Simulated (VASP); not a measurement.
# Quasiparticle energies of NaCl in VASP, part 4 of 6

Aim: the quasiparticle gap of NaCl, and what it costs to get it. The cell is of the rock-salt type, one of the forms listed for this formula, which need not be the common one. The start is a cell from a database of measured crystal structures.

VASP 6.6.1, plane waves and PAW; the level of theory is named at each step.

So far, quasiparticle gap on the mesh (eV): step 4 (evGW0) 8.63. Also gap on the k-mesh (eV): step 3 (empty bands, functional PBE) 5.16.

The database entry behind the starting cell differs from later determinations by our own check (an axis about 0.4 % short against later determinations), so it need not match the best structure at ambient conditions.

### Step 5. QPGW0

This step: QPGW0 on PBE; plane waves and PAW (Na_sv_GW, Cl_GW) (VASP 6.6.1).

Here the orbitals are updated too, by diagonalising a Hermitian self-energy in the bands up to NBANDSGW.

Input file INCAR:

```
SYSTEM = NaCl
PREC = Accurate
ENCUT = 400
ISMEAR = 0
SIGMA = 0.01
LREAL = .FALSE.
GGA = PE
NBANDS = 288
ALGO = QPGW0
NELMGW = 4
ENCUTGW = 200
NOMEGA = 48
PRECFOCK = Fast
NBANDSGW = 24
LWAVE = .FALSE.
LCHARG = .FALSE.
```

Input file POSCAR:

```
NaCl
1.0
    0.0000000000      2.8100000000      2.8100000000
    2.8100000000      0.0000000000      2.8100000000
    2.8100000000      2.8100000000      0.0000000000
Na Cl
1 1
Direct
    0.0000000000      0.0000000000      0.0000000000
    0.5000000000      0.5000000000      0.5000000000
```

Input file KPOINTS:

```
Automatic mesh
0
Gamma
6 6 6
0 0 0
```

The projector-augmented-wave data sets are Na_sv_GW and Cl_GW (PBE family, release 64).

On the command line:

```console
$ mpirun -np 8 vasp_std
```

The program printed:

```text
[banner, memory and clock lines left out]
running    8 mpi-ranks, on    1 nodes
 distrk:  each k-point on    8 cores,    1 groups
 distr:  one band on    1 cores,    8 groups

 POSCAR found type information on POSCAR NaCl
 POSCAR found :  2 types and       2 ions
 [... a notice as in an earlier step ...]

 [... a notice as in an earlier step ...]

 LDA part: xc-table for (Slater+PW92), standard interpolation
 found WAVECAR, reading the header
 POSCAR, INCAR and KPOINTS ok, starting setup
 FFT: planning ... GRIDC
 FFT: planning ... GRID_SOFT
 FFT: planning ... GRID
 reading WAVECAR
 the WAVECAR file was read successfully
 initial charge from wavefunction
 available memory per node:     63.82 GB, setting MAXMEM to     65352

 The Fermi energy was updated, please check that it is located mid-gap
 values below the HOMO (VB) or above the LUMO (CB) will cause erroneous energies
 E-fermi :   1.7024

 calculate exact exchange contribution
 the WAVEDER file was read successfully
energies w=
    0.000    0.000    1.664    0.000    3.321    0.000    4.965    0.000
    6.592    0.000    8.197    0.000    9.777    0.000   11.329    0.000
   12.854    0.000   14.351    0.000   15.822    0.000   17.269    0.000
   18.695    0.000   20.103    0.000   21.497    0.000   22.882    0.000
   24.261    0.000   25.642    0.000   27.028    0.000   28.425    0.000
   29.841    0.000   31.281    0.000   32.754    0.000   34.268    0.000
   35.831    0.000   37.456    0.000   39.154    0.000   40.938    0.000
   42.825    0.000   44.835    0.000   46.989    0.000   49.317    0.000
   51.850    0.000   54.632    0.000   57.713    0.000   61.159    0.000
   65.055    0.000   69.511    0.000   74.674    0.000   80.746    0.000
   88.005    0.000   96.855    0.000  107.897    0.000  122.069    0.000
  140.918    0.000  167.189    0.000  206.268    0.000  270.355    0.000
 responsefunction array rank=     296
 LDA part: xc-table for (Slater+PW92), standard interpolation

 min. memory requirement per mpi rank    676.3 MB, per node   5410.6 MB

 allocating   6 responsefunctions rank=   296
 shmem allocating  48 responsefunctions rank=   296
 response function shared by NCSHMEM nodes    1
 Doing            6  frequencies on each core in blocks of           48
NQ=   1    0.0000    0.0000    0.0000,
|.........|.........|.........|.........|.........|.........|.........|.........
 performed       1188000 updates of chi_q(r,r)
 total number of BLAS operations        761.72 Gflops
NQ=   2    0.1667    0.0000    0.0000,
|.........|.........|.........|.........|.........|.........|.........|.........
 performed       3648000 updates of chi_q(r,r)
 total number of BLAS operations       2405.86 Gflops
NQ=   3    0.3333    0.0000    0.0000,
|.........|.........|.........|.........|.........|.........|.........|.........
 performed       6108000 updates of chi_q(r,r)
 total number of BLAS operations       4027.33 Gflops
NQ=   4    0.5000    0.0000    0.0000,
|.........|.........|.........|.........|.........|.........|.........|.........
 performed       7877000 updates of chi_q(r,r)
 total number of BLAS operations       5074.63 Gflops
NQ=   5    0.1667    0.1667    0.0000,
|.........|.........|.........|.........|.........|.........|.........|.........
 performed      10019000 updates of chi_q(r,r)
 total number of BLAS operations       6566.39 Gflops
NQ=   6    0.3333    0.1667    0.0000,
|.........|.........|.........|.........|.........|.........|.........|.........
 performed      13640000 updates of chi_q(r,r)
 total number of BLAS operations       9020.03 Gflops
NQ=   7    0.5000    0.1667    0.0000,
|.........|.........|.........|.........|.........|.........|.........|.........
 performed      17261000 updates of chi_q(r,r)
 total number of BLAS operations      11243.26 Gflops
NQ=   8   -0.3333    0.1667    0.0000,
|.........|.........|.........|.........|.........|.........|.........|.........
 performed      20882000 updates of chi_q(r,r)
 total number of BLAS operations      13580.28 Gflops
NQ=   9   -0.1667    0.1667    0.0000,
|.........|.........|.........|.........|.........|.........|.........|.........
 performed      23785000 updates of chi_q(r,r)
 total number of BLAS operations      15601.37 Gflops
NQ=  10    0.3333    0.3333    0.0000,
|.........|.........|.........|.........|.........|.........|.........|.........
 performed      25927000 updates of chi_q(r,r)
 total number of BLAS operations      17043.00 Gflops
NQ=  11    0.5000    0.3333    0.0000,
|.........|.........|.........|.........|.........|.........|.........|.........
 performed      29548000 updates of chi_q(r,r)
 total number of BLAS operations      19314.64 Gflops
NQ=  12   -0.3333    0.3333    0.0000,
|.........|.........|.........|.........|.........|.........|.........|.........
 performed      32451000 updates of chi_q(r,r)
 total number of BLAS operations      21187.82 Gflops
NQ=  13    0.5000    0.5000    0.0000,
|.........|.........|.........|.........|.........|.........|.........|.........
 performed      34054000 updates of chi_q(r,r)
 total number of BLAS operations      22237.16 Gflops
NQ=  14    0.5000    0.3333    0.1667,
|.........|.........|.........|.........|.........|.........|.........|.........
 performed      37703000 updates of chi_q(r,r)
 total number of BLAS operations      24658.81 Gflops
NQ=  15   -0.3333    0.3333    0.1667,
|.........|.........|.........|.........|.........|.........|.........|.........
 performed      40993000 updates of chi_q(r,r)
 total number of BLAS operations      26751.96 Gflops
NQ=  16   -0.3333    0.5000    0.1667,
|.........|.........|.........|.........|.........|.........|.........|.........
 performed      43896000 updates of chi_q(r,r)
 total number of BLAS operations      28598.85 Gflops
 resolving degeneracies of screened two electron integrals

 calculate QP shifts <psi_nk| G(iteration)W_0 |psi_nk>: iteration 1

 QP shifts <psi_nk| G(iteration)W_0 |psi_nk>: iteration 1
 NQ=           1  operations          48
 NQ=           2  operations           6
 NQ=           3  operations           6
 NQ=           4  operations          12
 NQ=           5  operations           8
 NQ=           6  operations           2
 NQ=           7  operations           2
 NQ=           8  operations           2
 NQ=           9  operations           4
 NQ=          10  operations           8
 NQ=          11  operations           2
 NQ=          12  operations           4
 NQ=          13  operations          16
 NQ=          14  operations           2
 NQ=          15  operations           2
 NQ=          16  operations           4
 allocating   6 responsefunctions rank=   296
[...]
NQ=   4    0.5000    0.0000    0.0000,
|.........|.........|.........|.........|.........|.........|.........|.........
 performed       7877000 updates of chi_q(r,r)
 total number of BLAS operations       5074.63 Gflops
NQ=   5    0.1667    0.1667    0.0000,
|.........|.........|.........|.........|.........|.........|.........|.........
 performed      10019000 updates of chi_q(r,r)
 total number of BLAS operations       6566.39 Gflops
NQ=   6    0.3333    0.1667    0.0000,
|.........|.........|.........|.........|.........|.........|.........|.........
 performed      13640000 updates of chi_q(r,r)
 total number of BLAS operations       9020.03 Gflops
NQ=   7    0.5000    0.1667    0.0000,
|.........|.........|.........|.........|.........|.........|.........|.........
 performed      17261000 updates of chi_q(r,r)
 total number of BLAS operations      11243.26 Gflops
NQ=   8   -0.3333    0.1667    0.0000,
|.........|.........|.........|.........|.........|.........|.........|.........
 performed      20882000 updates of chi_q(r,r)
 total number of BLAS operations      13580.28 Gflops
NQ=   9   -0.1667    0.1667    0.0000,
|.........|.........|.........|.........|.........|.........|.........|.........
 performed      23785000 updates of chi_q(r,r)
 total number of BLAS operations      15601.37 Gflops
NQ=  10    0.3333    0.3333    0.0000,
|.........|.........|.........|.........|.........|.........|.........|.........
 performed      25927000 updates of chi_q(r,r)
 total number of BLAS operations      17043.00 Gflops
NQ=  11    0.5000    0.3333    0.0000,
|.........|.........|.........|.........|.........|.........|.........|.........
 performed      29548000 updates of chi_q(r,r)
 total number of BLAS operations      19314.64 Gflops
NQ=  12   -0.3333    0.3333    0.0000,
|.........|.........|.........|.........|.........|.........|.........|.........
 performed      32451000 updates of chi_q(r,r)
 total number of BLAS operations      21187.82 Gflops
NQ=  13    0.5000    0.5000    0.0000,
|.........|.........|.........|.........|.........|.........|.........|.........
 performed      34054000 updates of chi_q(r,r)
 total number of BLAS operations      22237.16 Gflops
NQ=  14    0.5000    0.3333    0.1667,
|.........|.........|.........|.........|.........|.........|.........|.........
 performed      37703000 updates of chi_q(r,r)
 total number of BLAS operations      24658.81 Gflops
NQ=  15   -0.3333    0.3333    0.1667,
|.........|.........|.........|.........|.........|.........|.........|.........
 performed      40993000 updates of chi_q(r,r)
 total number of BLAS operations      26751.96 Gflops
NQ=  16   -0.3333    0.5000    0.1667,
|.........|.........|.........|.........|.........|.........|.........|.........
 performed      43896000 updates of chi_q(r,r)
 total number of BLAS operations      28598.85 Gflops
 resolving degeneracies of screened two electron integrals

 QP shifts <psi_nk| G(iteration)W_0 |psi_nk>: iteration 3
 NQ=           1  operations          48
 NQ=           2  operations           6
 NQ=           3  operations           6
 NQ=           4  operations          12
 NQ=           5  operations           8
 NQ=           6  operations           2
 NQ=           7  operations           2
 NQ=           8  operations           2
 NQ=           9  operations           4
 NQ=          10  operations           8
 NQ=          11  operations           2
 NQ=          12  operations           4
 NQ=          13  operations          16
 NQ=          14  operations           2
 NQ=          15  operations           2
 NQ=          16  operations           4
 allocating   6 responsefunctions rank=   296
 shmem allocating  48 responsefunctions rank=   296
 response function shared by NCSHMEM nodes    1
 Doing            6  frequencies on each core in blocks of           48
NQ=   1    0.0000    0.0000    0.0000,
|.........|.........|.........|.........|.........|.........|.........|.........
 performed       1188000 updates of chi_q(r,r)
 total number of BLAS operations        761.72 Gflops
NQ=   2    0.1667    0.0000    0.0000,
|.........|.........|.........|.........|.........|.........|.........|.........
 performed       3648000 updates of chi_q(r,r)
 total number of BLAS operations       2405.86 Gflops
NQ=   3    0.3333    0.0000    0.0000,
|.........|.........|.........|.........|.........|.........|.........|.........
 performed       6108000 updates of chi_q(r,r)
 total number of BLAS operations       4027.33 Gflops
NQ=   4    0.5000    0.0000    0.0000,
|.........|.........|.........|.........|.........|.........|.........|.........
 performed       7877000 updates of chi_q(r,r)
 total number of BLAS operations       5074.63 Gflops
NQ=   5    0.1667    0.1667    0.0000,
|.........|.........|.........|.........|.........|.........|.........|.........
 performed      10019000 updates of chi_q(r,r)
 total number of BLAS operations       6566.39 Gflops
NQ=   6    0.3333    0.1667    0.0000,
|.........|.........|.........|.........|.........|.........|.........|.........
 performed      13640000 updates of chi_q(r,r)
 total number of BLAS operations       9020.03 Gflops
NQ=   7    0.5000    0.1667    0.0000,
|.........|.........|.........|.........|.........|.........|.........|.........
 performed      17261000 updates of chi_q(r,r)
 total number of BLAS operations      11243.26 Gflops
NQ=   8   -0.3333    0.1667    0.0000,
|.........|.........|.........|.........|.........|.........|.........|.........
 performed      20882000 updates of chi_q(r,r)
 total number of BLAS operations      13580.28 Gflops
NQ=   9   -0.1667    0.1667    0.0000,
|.........|.........|.........|.........|.........|.........|.........|.........
 performed      23785000 updates of chi_q(r,r)
 total number of BLAS operations      15601.37 Gflops
NQ=  10    0.3333    0.3333    0.0000,
|.........|.........|.........|.........|.........|.........|.........|.........
 performed      25927000 updates of chi_q(r,r)
 total number of BLAS operations      17043.00 Gflops
NQ=  11    0.5000    0.3333    0.0000,
|.........|.........|.........|.........|.........|.........|.........|.........
 performed      29548000 updates of chi_q(r,r)
 total number of BLAS operations      19314.64 Gflops
NQ=  12   -0.3333    0.3333    0.0000,
|.........|.........|.........|.........|.........|.........|.........|.........
 performed      32451000 updates of chi_q(r,r)
 total number of BLAS operations      21187.82 Gflops
NQ=  13    0.5000    0.5000    0.0000,
|.........|.........|.........|.........|.........|.........|.........|.........
 performed      34054000 updates of chi_q(r,r)
 total number of BLAS operations      22237.16 Gflops
NQ=  14    0.5000    0.3333    0.1667,
|.........|.........|.........|.........|.........|.........|.........|.........
 performed      37703000 updates of chi_q(r,r)
 total number of BLAS operations      24658.81 Gflops
NQ=  15   -0.3333    0.3333    0.1667,
|.........|.........|.........|.........|.........|.........|.........|.........
 performed      40993000 updates of chi_q(r,r)
 total number of BLAS operations      26751.96 Gflops
NQ=  16   -0.3333    0.5000    0.1667,
|.........|.........|.........|.........|.........|.........|.........|.........
 performed      43896000 updates of chi_q(r,r)
 total number of BLAS operations      28598.85 Gflops
 resolving degeneracies of screened two electron integrals

 QP shifts <psi_nk| G(iteration)W_0 |psi_nk>: iteration 4
 NQ=           1  operations          48
 NQ=           2  operations           6
 NQ=           3  operations           6
 NQ=           4  operations          12
 NQ=           5  operations           8
 NQ=           6  operations           2
 NQ=           7  operations           2
 NQ=           8  operations           2
 NQ=           9  operations           4
 NQ=          10  operations           8
 NQ=          11  operations           2
 NQ=          12  operations           4
 NQ=          13  operations          16
 NQ=          14  operations           2
 NQ=          15  operations           2
 NQ=          16  operations           4
 entering main loop
```

Elapsed: 57 min, on 8 MPI ranks of Intel Xeon Platinum 8259CL at 2.50GHz (Skylake/Cascade Lake), shared host; peak memory 6 GiB.

From OUTCAR (step 5):

```text
   NELECT =      16.0000    total number of electrons

 E-fermi :   1.7024

 QP shifts <psi_nk| G(iteration)W_0 |psi_nk>: iteration 1
 k-point   1 :       0.0000    0.0000    0.0000
  band No. DFT-energies  QP-energies  QP-e(diag)   sigma(DFT)    Z            occupation
    ...
      5     -13.5584     -15.3105     -15.2922     -15.9968       0.7110       2.0000
      6      -0.8754      -2.9911      -2.9901      -3.5350       0.7951       2.0000
      7      -0.8754      -2.9911      -2.9901      -3.5350       0.7951       2.0000
      8      -0.8754      -2.9911      -2.9901      -3.5350       0.7951       2.0000
      9       4.2803       5.1168       5.1272       5.2733       0.8528       0.0000
     10      10.1739      11.3125      11.3528      11.5753       0.8412       0.0000
     11      10.1739      11.3125      11.3528      11.5753       0.8412       0.0000
     12      10.1739      11.3125      11.3528      11.5753       0.8412       0.0000
    ...

     23      26.7363      26.7363      26.7363      26.7363       1.0000       0.0000
     24      26.7363      26.7363      26.7363      26.7363       1.0000       0.0000

 k-point   2 :       0.1667    0.0000    0.0000
  band No. DFT-energies  QP-energies  QP-e(diag)   sigma(DFT)    Z            occupation
    ...
      5     -13.4760     -15.2195     -15.2033     -15.9059       0.7109       2.0000
      6      -1.4842      -3.6561      -3.6455      -4.2175       0.7907       2.0000
      7      -0.9458      -3.0935      -3.0749      -3.6234       0.7951       2.0000
      8      -0.9458      -3.0935      -3.0749      -3.6234       0.7951       2.0000
      9       5.0980       5.9813       5.9857       6.1481       0.8453       0.0000
     10       9.4182      10.4295      10.4619      10.6611       0.8397       0.0000
     11      10.4557      11.6295      11.6691      11.9036       0.8381       0.0000
     12      10.4557      11.6295      11.6691      11.9036       0.8381       0.0000
    ...

 QP shifts <psi_nk| G(iteration)W_0 |psi_nk>: iteration 2
 k-point   1 :       0.0000    0.0000    0.0000
  band No. DFT-energies  QP-energies  QP-e(diag)   sigma(DFT)    Z            occupation
    ...
      5     -15.3105     -15.8596     -15.8513     -16.0703       0.7117       2.0000
      6      -2.9911      -3.3573      -3.3571      -3.4478       0.8016       2.0000
      7      -2.9911      -3.3573      -3.3571      -3.4478       0.8016       2.0000
      8      -2.9911      -3.3573      -3.3571      -3.4478       0.8016       2.0000
      9       5.1168       5.2282       5.2205       5.2379       0.8563       0.0000
     10      11.3125      11.4286      11.4303      11.4520       0.8442       0.0000
     11      11.3125      11.4286      11.4303      11.4520       0.8442       0.0000
     12      11.3125      11.4286      11.4303      11.4520       0.8442       0.0000
    ...

 QP shifts <psi_nk| G(iteration)W_0 |psi_nk>: iteration 3
 k-point   1 :       0.0000    0.0000    0.0000
  band No. DFT-energies  QP-energies  QP-e(diag)   sigma(DFT)    Z            occupation
    ...
      5     -15.8596     -16.0372     -16.0304     -16.0995       0.7121       2.0000
      6      -3.3573      -3.4677      -3.4676      -3.4947       0.8021       2.0000
      7      -3.3573      -3.4677      -3.4676      -3.4947       0.8021       2.0000
      8      -3.3573      -3.4677      -3.4676      -3.4947       0.8021       2.0000
      9       5.2282       5.2470       5.2374       5.2389       0.8563       0.0000
     10      11.4286      11.4405      11.4412      11.4436       0.8445       0.0000
     11      11.4286      11.4405      11.4412      11.4436       0.8445       0.0000
     12      11.4286      11.4405      11.4412      11.4436       0.8445       0.0000
    ...

     24      28.6210      28.6210      28.6210      28.6210       1.0000       0.0000

 QP shifts <psi_nk| G(iteration)W_0 |psi_nk>: iteration 4
 k-point   1 :       0.0000    0.0000    0.0000
  band No. DFT-energies  QP-energies  QP-e(diag)   sigma(DFT)    Z            occupation
    ...
      5     -16.0372     -16.1019     -16.0949     -16.1182       0.7124       2.0000
      6      -3.4677      -3.5138      -3.5137      -3.5250       0.8021       2.0000
      7      -3.4677      -3.5138      -3.5137      -3.5250       0.8021       2.0000
      8      -3.4677      -3.5138      -3.5137      -3.5250       0.8021       2.0000
      9       5.2470       5.2545       5.2444       5.2440       0.8562       0.0000
     10      11.4405      11.4440      11.4448      11.4456       0.8446       0.0000
     11      11.4405      11.4440      11.4448      11.4456       0.8446       0.0000
     12      11.4405      11.4440      11.4448      11.4456       0.8446       0.0000
    ...

[... 16 parts as in an earlier step ...]

[... 29 further parts left out ...]
```

Numbers from this step:

| Quantity | Value |
| --- | --- |
| quasiparticle gap on the mesh | 8.768 eV |
| smallest direct quasiparticle gap on the mesh | 8.768 eV |

QP gap by iteration, by row:

| iteration | gap (eV) | direct gap (eV) |
| --- | --- | --- |
| 1 | 8.108 | 8.108 |
| 2 | 8.585 | 8.585 |
| 3 | 8.715 | 8.715 |
| 4 | 8.768 | 8.768 |

GW takes the gap from 5.156 to 8.768 eV. That is +139 meV against evGW0 on PBE. The last pass still moved it by +54 meV. The value holds for 288 bands, ENCUTGW = 200 eV and this mesh, and isn't shown to be converged in them.

(Continued in part 5 of 6.)

[Lines on the potential files, build, host, timing and source positions are cut from VASP's logs without a mark.]

[Logs are printed without paths, hosts, clocks, repeated set-up lines and the standing remarks that a program may print on its own settings, such as how far it seeks lower states.]

[Hosts, paths, dates, database ids (printed as entryN), source tags and the programs' standing remarks are cut or masked in the printed files.]

[Pressures printed for these runs are not shown converged in the cutoff: they can be off by several GPa and have the wrong sign.]

[In band tables of VASP the shares of atoms and orbitals are scaled to a sum of 1 inside the atoms' spheres.]
